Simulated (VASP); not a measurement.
Wanted: the native input for a VASP 6.6.1 run.

```yaml
Task: relaxation of cell and atoms
Functional: PBE
Potentials_or_basis: VASP PAW PBE potentials, release 64 (Eu, Be)
Cutoff: 600 eV
k_mesh: 6 × 6 × 6
Occupations: gaussian, width 0.1 eV
Spin: collinear spin, typed start
Starting_moments: "[7.0, 0.0, 0.0] μB"
Dipole_correction: no
Further_INCAR_settings: ALGO = Normal; EDIFF = 1e-06; IBRION = 2; EDIFFG = -0.04; NSW = 90; ISIF = 3
```

The structure of EuBe2 lies in POSCAR:

```
EuBe2
1.0
    0.0000000000      2.6325542800      2.6325542800
    2.6325542800      0.0000000000      2.6325542800
    2.6325542800      2.6325542800      0.0000000000
Eu Be
1 2
Direct
    0.0000000000      0.0000000000      0.0000000000
    0.2500000000      0.2500000000      0.2500000000
    0.7500000000      0.7500000000      0.7500000000
```

The cell was built by a generator and needn't be a form met in nature.

The cell isn't the ideal one: species swapped into the CeO2 type (Fm-3m, No. 225).

These files were run (other wordings do the same):

INCAR

```
PREC = Accurate
ENCUT = 600
EDIFF = 1E-6
ISMEAR = 0
SIGMA = 0.1
LREAL = False
LASPH = True
NELM = 150
ALGO = Normal
ISIF = 3
LWAVE = False
LCHARG = False
ISPIN = 2
MAGMOM = 7 0 0
LORBIT = 11
LMAXMIX = 6
GGA = PE
IBRION = 2
NSW = 90
EDIFFG = -0.04
```

KPOINTS

```
regular mesh
0
Gamma
  6 6 6
```

Potentials or basis: VASP PAW PBE potentials, release 64 (Eu, Be).

The run is started by

```bash
$ cat potpaw_PBE.64/Eu/POTCAR potpaw_PBE.64/Be/POTCAR > POTCAR
$ mpirun -np 1 vasp_std > vasp.out
```

Results of the run:

```yaml
Relaxed_volume: 21.30 Å³/atom
Relaxed_cell: a = 4.487 Å, b = 4.487 Å, c = 4.487 Å, α = 60.00°, β = 60.00°, γ = 60.00°
Space_group_after_relaxing_to_0.05_Å: Fm-3m (No. 225)
Energy_gained_by_relaxing: -637.1 meV/atom
Ionic_steps: 6
Pressure_after_relaxing: -0.1 GPa
Band_gap_on_the_k_mesh: none (metal or under the smearing width)
Net_moment: -0.91 μB per cell
Site_moments: Eu -1.09; Be +0.04 μB
Valence_electrons_inside_the_program's_atomic_spheres: Eu 14.61; Be 0.87
```

Caveat: the volume moved by over 15 % at a fixed basis, so the end points are rough; spin-orbit coupling is left out, which moves the levels of the heavy elements; the moment fell far below its start of 7 μB, so a state of higher moment may lie lower in energy; without U or exact exchange the open f shell lies at the Fermi level, which spoils levels, moments and volumes.

Run time: 13 min on 1 thread of Intel(R) Xeon(R) Platinum 8259CL CPU @ 2.50GHz (Skylake/Cascade Lake), with other jobs on the host, peak memory 0.22 GiB.
